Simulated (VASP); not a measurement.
**What goes wrong when Ag (Silver) is relaxed with a bad input**

Some relaxations of Ag (Silver) get a fault in the input on purpose. Which of them show, and how? The starting structure is a measured crystal structure from the Crystallography Open Database. The first relaxation on each setting starts from this cell expanded by 3 % in volume.

Main program and level: VASP 6.6.1; Kohn-Sham DFT with plane waves and PAW; PBEsol.

### 1. The starting structure

It takes space group Fm-3m (No. 225, cubic). Conventional cell: a = 4.086 Å, b = 4.086 Å, c = 4.086 Å, α = 90.00°, β = 90.00°, γ = 90.00°. Nearest to Ag lie 12 Ag at 2.89 Å.

Coordinates:

```cif
data_structure
_symmetry_space_group_name_H-M 'P 1'
_symmetry_Int_Tables_number 1
_cell_length_a 2.8892
_cell_length_b 2.8892
_cell_length_c 2.8892
_cell_angle_alpha 60.000
_cell_angle_beta 60.000
_cell_angle_gamma 60.000
_cell_volume 17.05
loop_
_atom_site_label
_atom_site_type_symbol
_atom_site_fract_x
_atom_site_fract_y
_atom_site_fract_z
_atom_site_occupancy
Ag1 Ag 0.00000 0.00000 0.00000 1
```

### 2. Reference relaxation

This run starts from the cell of an earlier relaxation, which isn't shown; the restart sets up the plane waves anew.

Input file INCAR:

```
SYSTEM = Ag
PREC = Accurate
ENCUT = 450
EDIFF = 1E-06
NELM = 100
ISMEAR = 1
SIGMA = 0.15
LREAL = .FALSE.
ALGO = Normal
GGA = PS
NBANDS = 11
LORBIT = 11
LWAVE = .FALSE.
LCHARG = .FALSE.
KPAR = 4
IBRION = 2
NSW = 50
ISIF = 3
EDIFFG = -0.006
```

Input file POSCAR:

```
Ag
1.0
    0.0000000000      2.0266216233      2.0266216233
    2.0266216233      0.0000000000      2.0266216233
    2.0266216233      2.0266216233      0.0000000000
Ag
1
Direct
    0.0000000000      0.0000000000      0.0000000000
```

Input file KPOINTS:

```
Automatic mesh
0
Gamma
18 18 18
0 0 0
```

The projector-augmented-wave data sets are Ag (PBE family, release 64).

Started as:

```
$ mpirun -np 4 vasp_std
```

What it wrote:

```text
[banner, memory and clock lines left out]
running    4 mpi-ranks, on    1 nodes
 distrk:  each k-point on    1 cores,    4 groups
 distr:  one band on    1 cores,    1 groups

 POSCAR found type information on POSCAR Ag
 POSCAR found :  1 types and       1 ions
|                                                                             |
|               ----> ADVICE to this user running VASP <----                  |
|                                                                             |
|     You enforced a specific xc type in the INCAR file but a different       |
|     [... a line on the potential file left out ...]
|     I HOPE YOU KNOW WHAT YOU ARE DOING!                                     |
|                                                                             |

 LDA part: xc-table for (Slater+PW92), standard interpolation
 POSCAR, INCAR and KPOINTS ok, starting setup
 FFT: planning ... GRIDC
 FFT: planning ... GRID_SOFT
 FFT: planning ... GRID
 WAVECAR not read
 entering main loop
       N       E                     dE             d eps       ncg     rms          rms(c)
DAV:   1     0.444124590770E+02    0.44412E+02   -0.51391E+03  4402   0.802E+02
DAV:   2    -0.305428508071E+01   -0.47467E+02   -0.45076E+02  4770   0.186E+02
DAV:   3    -0.366688846010E+01   -0.61260E+00   -0.61215E+00  4851   0.229E+01
DAV:   4    -0.366851706291E+01   -0.16286E-02   -0.16285E-02  4737   0.123E+00
DAV:   5    -0.366852923117E+01   -0.12168E-04   -0.12168E-04  4832   0.973E-02    0.591E+00
DAV:   6    -0.332665786247E+01    0.34187E+00   -0.14475E+00  4569   0.113E+01    0.352E+00
DAV:   7    -0.331575585691E+01    0.10902E-01   -0.12177E-02  4848   0.106E+00    0.198E+00
DAV:   8    -0.331151420313E+01    0.42417E-02   -0.76463E-04  4656   0.198E-01    0.941E-02
DAV:   9    -0.331152423944E+01   -0.10036E-04   -0.12889E-05  4826   0.295E-02    0.172E-02
DAV:  10    -0.331152621957E+01   -0.19801E-05   -0.25099E-06  4757   0.136E-02    0.430E-03
DAV:  11    -0.331152608529E+01    0.13428E-06   -0.85124E-08  2463   0.264E-03
   1 F= -.33115261E+01 E0= -.33115889E+01  d E =-.331153E+01
 curvature:   0.00 expect dE= 0.000E+00 dE for cont linesearch  0.000E+00
 trial: gam= 0.00000 g(F)=  0.235E-63 g(S)=  0.168E-05 ort = 0.000E+00 (trialstep = 0.100E+01)
 search vector abs. value=  0.168E-05
 reached required accuracy - stopping structural energy minimisation
```

It took 3 s on 4 MPI ranks of Intel Xeon 6975P-C (Granite Rapids), shared host; peak memory 0.54 GiB; 10 s of CPU time.

Lines that name or quote the potential files are left out of all logs, and their timing lines are given in words.

From OUTCAR (step 2):

```text
ion  position               nearest neighbor table
   1  0.000  0.000  0.000-

  LATTYP: Found a face centered cubic cell.
 ALAT       =     4.0532432466

 Subroutine GETGRP returns: Found 48 space group operations
 (whereof 48 operations were pure point group operations)

The static configuration has the point symmetry O_h .

 Found    195 irreducible k-points:

   k-points           NKPTS =    195   k-points in BZ     NKDIM =    195   number of bands    NBANDS=     11

   dimension x,y,z NGX =    20 NGY =   20 NGZ =   20
   dimension x,y,z NGXF=    40 NGYF=   40 NGZF=   40

   ENCUT  =  450.0 eV  33.07 Ry    5.75 a.u.   4.96  4.96  4.96*2*pi/ulx,y,z

   NELECT =      11.0000    total number of electrons

 k-points in reciprocal lattice and weights: Automatic mesh
   0.00000000  0.00000000  0.00000000       0.000
   0.05555556  0.00000000  0.00000000       0.001
   0.11111111  0.00000000  0.00000000       0.001
   0.16666667  0.00000000  0.00000000       0.001
   0.22222222  0.00000000  0.00000000       0.001
   0.27777778  0.00000000  0.00000000       0.001
   0.33333333  0.00000000  0.00000000       0.001
   0.38888889  0.00000000  0.00000000       0.001
   0.44444444  0.00000000  0.00000000       0.001
[...]
-0.27777778  0.44444444  0.22222222       0.004
  -0.27777778  0.50000000  0.22222222       0.002

 average (electrostatic) potential at core
       1 -70.4624

 E-fermi :   8.5210

 k-point     1 :       0.0000    0.0000    0.0000
  band No.  band energies     occupation
    ...
      2       3.7108      2.00000
      3       3.7108      2.00000
      4       3.7108      2.00000
      5       4.8035      2.00000
      6       4.8035      2.00000
      7      24.6034      0.00000
      8      28.3180      0.00000
      9      28.3180      0.00000
     10      28.3180      0.00000
     11      33.1981      0.00000

 k-point     2 :       0.0556    0.0000    0.0000
  band No.  band energies     occupation
    ...
      2       3.6865      2.00000
      3       3.7390      2.00000
      4       3.7390      2.00000
      5       4.7923      2.00000
      6       4.7923      2.00000
      7      24.6348      0.00000
      8      27.4778      0.00000
      9      28.3669      0.00000
     10      28.3669      0.00000
     11      33.3661      0.00000

 k-point     3 :       0.1111    0.0000    0.0000
  band No.  band energies     occupation
    ...
      2       3.6293      2.00000
      3       3.8126      2.00000
      4       3.8126      2.00000
      5       4.7700      2.00000
      6       4.7700      2.00000
      7      24.4487      0.00000
      8      26.0325      0.00000
      9      28.4900      0.00000
     10      28.4900      0.00000
     11      32.5161      0.00000

  Total       -0.0034066     -0.0034066     -0.0034066      0.0000000      0.0000000      0.0000000
  in kB       -0.3278528     -0.3278528     -0.3278528      0.0000000      0.0000000      0.0000000
  external PRESSURE =      -0.3278528 kB  Pullay stress =       0.0000000 kB

  energy-cutoff  :      450.00
  volume of cell :       16.65
      direct lattice vectors                 reciprocal lattice vectors
     0.000000000  2.026621623  2.026621623    -0.246716010  0.246716010  0.246716010
     2.026621623  0.000000000  2.026621623     0.246716010 -0.246716010  0.246716010
     2.026621623  2.026621623  0.000000000     0.246716010  0.246716010 -0.246716010

 POSITION                                       TOTAL-FORCE (eV/Angst)
 -----------------------------------------------------------------------------------
      0.00000      0.00000      0.00000         0.000000      0.000000      0.000000
 -----------------------------------------------------------------------------------
    total drift:                                0.000000      0.000000      0.000000

  FREE ENERGIE OF THE ION-ELECTRON SYSTEM (eV)
  ---------------------------------------------------
  free  energy   TOTEN  =        -3.3115260853 eV

  energy  without entropy=       -3.3117145951  energy(sigma->0) =       -3.31158892

 reached required accuracy - stopping structural energy minimisation

 total charge
# of ion       s       p       d       tot
------------------------------------------
    1        0.425   0.317   9.147   9.890

[... 3 further parts left out ...]
```

CONTCAR:

```
Ag
   1.00000000000000
     0.0000000000000000    2.0266216233000001    2.0266216233000001
     2.0266216233000001    0.0000000000000000    2.0266216233000001
     2.0266216233000001    2.0266216233000001    0.0000000000000000
  Ag
     1
Direct
     0.0000000000000000    0.0000000000000000    0.0000000000000000
```

This run has no spin polarisation. Its electron count is odd, so without a moment it is a metal by construction. The PAW data sets were made with PBE, which is usual practice but a small mismatch for other functionals. The run keeps the 48 symmetry operations of its start, so it cannot find a distortion of lower symmetry.

The reference relaxation ends at 16.647 Å³ an atom.

### 3. Relaxation with too few ionic steps

A slip made on purpose: too few ionic steps. Against step 2 the input has NSW = 2 (also changed: NELM).

INCAR, as its differences from that of step 2:

```diff
@@ -4,3 +4,3 @@
 EDIFF = 1E-06
-NELM = 100
+NELM = 60
 ISMEAR = 1
@@ -16,3 +16,3 @@
 IBRION = 2
-NSW = 50
+NSW = 2
 ISIF = 3
```

Input file POSCAR:

```
Ag
1.0
    0.0000000000      2.0632290384      2.0632290384
    2.0632290384      0.0000000000      2.0632290384
    2.0632290384      2.0632290384      0.0000000000
Ag
1
Direct
    0.0000000000      0.0000000000      0.0000000000
```

KPOINTS is that of step 2.

Started as:

```
$ mpirun -np 4 vasp_std
```

What it wrote:

```text
[banner, memory and clock lines left out]
running    4 mpi-ranks, on    1 nodes
[...]
[... a notice as in an earlier step ...]

 LDA part: xc-table for (Slater+PW92), standard interpolation
 POSCAR, INCAR and KPOINTS ok, starting setup
[...]
entering main loop
       N       E                     dE             d eps       ncg     rms          rms(c)
DAV:   1     0.450450782471E+02    0.45045E+02   -0.50614E+03  4346   0.793E+02
DAV:   2    -0.301230824656E+01   -0.48057E+02   -0.45654E+02  4782   0.185E+02
DAV:   3    -0.363161082140E+01   -0.61930E+00   -0.61900E+00  4882   0.230E+01
DAV:   4    -0.363333661063E+01   -0.17258E-02   -0.17257E-02  4683   0.128E+00
[...]
DAV:   9    -0.329470156424E+01   -0.98318E-05   -0.11283E-05  4818   0.267E-02    0.161E-02
DAV:  10    -0.329470365289E+01   -0.20886E-05   -0.23133E-06  4726   0.139E-02    0.318E-03
DAV:  11    -0.329470357563E+01    0.77257E-07   -0.65633E-08  2454   0.230E-03
   1 F= -.32947036E+01 E0= -.32947542E+01  d E =-.329470E+01
[...]
N       E                     dE             d eps       ncg     rms          rms(c)
DAV:   1    -0.455824367834E+01   -0.12635E+01   -0.19959E+01  4476   0.467E+01    0.727E+00
DAV:   2    -0.332837567458E+01    0.12299E+01   -0.54930E+00  4434   0.216E+01    0.151E+00
DAV:   3    -0.330979832655E+01    0.18577E-01   -0.26937E-02  4838   0.147E+00    0.948E-01
DAV:   4    -0.330360559738E+01    0.61927E-02   -0.10696E-02  4535   0.661E-01    0.972E-02
DAV:   5    -0.330357118768E+01    0.34410E-04   -0.90148E-05  4713   0.826E-02    0.583E-02
DAV:   6    -0.330357963458E+01   -0.84469E-05   -0.59800E-06  4676   0.229E-02    0.713E-03
DAV:   7    -0.330357996215E+01   -0.32757E-06   -0.12611E-07  2849   0.374E-03
   2 F= -.33035800E+01 E0= -.33036526E+01  d E =-.887639E-02
 trial-energy change:   -0.008876  1 .order   -0.006161   -0.053144    0.040822
 step:   0.6069(harm=  0.5656)  dis= 0.00000  next Energy=    -3.311438 (dE=-0.167E-01)
```

Wall time 4.6 s (4 MPI ranks); peak memory 0.58 GiB.

From OUTCAR (step 3):

```text
  Total        0.4654683      0.4654683      0.4654683     -0.0000000      0.0000000      0.0000000
  in kB       46.4070910     46.4070910     46.4070910     -0.0000000      0.0000000      0.0000000
  external PRESSURE =      46.4070910 kB  Pullay stress =       0.0000000 kB

 POSITION                                       TOTAL-FORCE (eV/Angst)
 -----------------------------------------------------------------------------------
      2.00291      2.00291     -0.00000         0.000000      0.000000      0.000000
 -----------------------------------------------------------------------------------
    total drift:                               -0.000000     -0.000000      0.000000

  FREE ENERGIE OF THE ION-ELECTRON SYSTEM (eV)
  ---------------------------------------------------
  free  energy   TOTEN  =        -3.3035799621 eV

  energy  without entropy=       -3.3037978636  energy(sigma->0) =       -3.30365260

[... 1 part as in an earlier step ...]

[... 2 further parts left out ...]
[key lines of the parts left out:]
E-fermi :   9.0502
```

The relaxation used up its 2 ionic steps (NSW) before forces and stress met EDIFFG.

### 4. Relaxation with one electron too many

A slip made on purpose: one electron too many. Against step 2 the input has NELECT = 12 (also changed: NELM).

INCAR, as its differences from that of step 3:

```diff
@@ -16,4 +16,5 @@
 IBRION = 2
-NSW = 2
+NSW = 50
 ISIF = 3
 EDIFFG = -0.006
+NELECT = 12
```

POSCAR is that of step 3.

KPOINTS is that of step 3.

Started as:

```
$ mpirun -np 4 vasp_std
```

What it wrote:

```text
[... set-up lines as in an earlier step ...]
 entering main loop
       N       E                     dE             d eps       ncg     rms          rms(c)
DAV:   1     0.606667469836E+02    0.60667E+02   -0.59172E+03  4346   0.930E+02
DAV:   2     0.722524461956E+01   -0.53442E+02   -0.51701E+02  4782   0.208E+02
DAV:   3     0.656654366455E+01   -0.65870E+00   -0.65836E+00  4882   0.247E+01
DAV:   4     0.656469847837E+01   -0.18452E-02   -0.18451E-02  4683   0.137E+00
DAV:   5     0.656468363732E+01   -0.14841E-04   -0.14842E-04  4909   0.113E-01BRMIX: very serious problems
 the old and the new charge density differ
 old charge density:    11.00000 new   12.00000
BRMIX: very serious problems
 the old and the new charge density differ
 old charge density:    11.00000 new   12.00000
BRMIX: very serious problems
 the old and the new charge density differ
 old charge density:    11.00000 new   12.00000
BRMIX: very serious problems
 the old and the new charge density differ
 old charge density:    11.00000 new   12.00000
    0.887E+00
DAV:   6     0.613216422737E+01   -0.43252E+00   -0.42519E-02  4560   0.209E+00    0.538E+00
DAV:   7     0.616932484001E+01    0.37161E-01   -0.94588E-01  4524   0.111E+01    0.184E+00
DAV:   8     0.619147591677E+01    0.22151E-01   -0.13458E-02  4545   0.148E+00    0.155E+00
DAV:   9     0.623603368927E+01    0.44558E-01   -0.22594E-01  4527   0.546E+00    0.233E-01
DAV:  10     0.623624395791E+01    0.21027E-03   -0.11438E-03  4665   0.428E-01    0.491E-02
DAV:  11     0.623629117976E+01    0.47222E-04   -0.25438E-04  4863   0.182E-01    0.112E-02
DAV:  12     0.623629048829E+01   -0.69147E-06   -0.46940E-06  4581   0.236E-02
   1 F= 0.62362905E+01 E0= 0.62365037E+01  d E =0.623629E+01
[... from here on, the cycles between the ionic steps are left out ...]
   2 F= 0.51419195E+01 E0= 0.51413718E+01  d E =-.109437E+01
   3 F= -.69010263E+00 E0= -.69003432E+00  d E =-.692639E+01
   4 F= -.70677343E+00 E0= -.70663293E+00  d E =-.694306E+01
   5 F= -.71796840E+00 E0= -.71779294E+00  d E =-.695426E+01
   6 F= -.71770709E+00 E0= -.71752648E+00  d E =0.261313E-03
   7 F= -.71804606E+00 E0= -.71786808E+00  d E =-.776618E-04
[...]
reached required accuracy - stopping structural energy minimisation
```

It took 14 s on 4 MPI ranks; peak memory 0.59 GiB; 52 s of CPU time.

OUTCAR, selected parts (step 4):

```text
  Total        0.0048560      0.0048560      0.0048560      0.0000000      0.0000000      0.0000000
  in kB        0.1456490      0.1456490      0.1456490      0.0000000      0.0000000      0.0000000
  external PRESSURE =       0.1456490 kB  Pullay stress =       0.0000000 kB

 POSITION                                       TOTAL-FORCE (eV/Angst)
 -----------------------------------------------------------------------------------
      0.00000      0.00000      0.00000        -0.000000      0.000000     -0.000000
 -----------------------------------------------------------------------------------
    total drift:                                0.000000     -0.000000      0.000000

  FREE ENERGIE OF THE ION-ELECTRON SYSTEM (eV)
  ---------------------------------------------------
  free  energy   TOTEN  =        -0.7180460599 eV

  energy  without entropy=       -0.7175121232  energy(sigma->0) =       -0.71786808

[... 2 parts as in an earlier step ...]

[... 2 further parts left out ...]
[key lines of the parts left out:]
E-fermi :   0.5401
```

With one electron too many the cell ends at 53.417 Å³ an atom, +220.87 % from the reference.

[end of part 1 of 2]

[Lines on the potential files, build, host, timing and source positions are cut from VASP's logs without a mark.]

[Logs are printed without paths, hosts, clocks, repeated set-up lines and the standing remarks that a program may print on its own settings, such as how far it seeks lower states.]

[Hosts, paths, dates, database ids (printed as entryN), source tags and the programs' standing remarks are cut or masked in the printed files.]
